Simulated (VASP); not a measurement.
Consider the following.

```
Al2Au
1.0
    0.00000     2.99963     2.99963
    2.99963     0.00000     2.99963
    2.99963     2.99963     0.00000
Al Au
2 1
Cartesian
  1.49981   1.49981   1.49981
  4.49944   4.49944   4.49944
  0.00000   0.00000   0.00000
```

The numbers are results of PBEsol GGA, VASP's PBE PAW potentials (set 64) (plane waves; VASP 6.6.1), not measurements. Settings: 500 eV cut-off, 9×9×9 Γ-centred mesh, first-order Methfessel-Paxton smearing of 0.10 eV, potentials Al Au.

Unless said otherwise, spin-orbit coupling is left out, though it shifts the bands of the heavy elements here.

### Question
What does the run give for the energy per atom (σ→0), band gap (on the k-mesh) with the smallest direct gap where there is one?

### Answer

| Item | Result |
|---|---|
| band gap (on the k-mesh) | none (metal, semimetal or under 0.01 eV) |
| energy per atom (σ→0) | -4.490 eV/atom |

The compound is AuAl2 in the fluorite structure. It was relaxed first. The electron count is odd and the run is not spin-polarised, which forces a metal.
